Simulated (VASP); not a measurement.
A convergence study with VASP on CaS (rock salt): one setting is varied, all else stays as given below, so the limit is that of these other settings.

```
CELL_PARAMETERS angstrom
      0.00000     2.84500     2.84500
      2.84500     0.00000     2.84500
      2.84500     2.84500     0.00000
ATOMIC_POSITIONS crystal
  Ca 0.00000 0.00000 0.00000
  S  0.50000 0.50000 0.50000
```

The numbers are results of PBE GGA, VASP's PBE PAW potentials (set 64) (plane waves; VASP 6.6.1), not measurements. The tightest run used: 550 eV cut-off, 13×13×13 Monkhorst-Pack mesh, Gaussian smearing of 0.050 eV, potentials Ca_sv S.

Q: The settings run are 1×1×1 mesh; 2×2×2 mesh; 3×3×3 mesh; 4×4×4 mesh; 5×5×5 mesh; 6×6×6 mesh; 7×7×7 mesh; 8×8×8 mesh; 9×9×9 mesh; 10×10×10 mesh; 11×11×11 mesh; 12×12×12 mesh; 13×13×13 mesh. From which on does the energy per atom stay within 0.001 eV/atom of the tightest run?

A: From 6×6×6 mesh on: it is off by 0.0000 there and by no more than 0.001 in any finer run, while 5×5×5 mesh is off by 0.0012.
```tsv
setting	E (eV/atom)	pressure (GPa)	irreducible k-points	difference judged (eV/atom)
1×1×1 mesh	-0.6296	36.95	1	4.5523
2×2×2 mesh	-5.2060	0.42	2	0.0242
3×3×3 mesh	-5.1486	1.32	4	0.0332
4×4×4 mesh	-5.1820	0.84	10	0.0001
5×5×5 mesh	-5.1807	0.87	10	0.0012
6×6×6 mesh	-5.1818	0.84	28	0.0000
7×7×7 mesh	-5.1818	0.84	20	0.0001
8×8×8 mesh	-5.1818	0.84	60	0.0000
9×9×9 mesh	-5.1818	0.84	35	0.0000
10×10×10 mesh	-5.1818	0.84	110	0.0000
11×11×11 mesh	-5.1818	0.84	56	0.0000
12×12×12 mesh	-5.1818	0.84	182	0.0000
13×13×13 mesh	-5.1818	0.84	84	0.0000
```

Left out are rungs that failed or repeat a setting and relaxations that didn't move; long series are thinned to 24 rows.

The compound is CaS in the rock salt structure. The cell was not relaxed at this level.
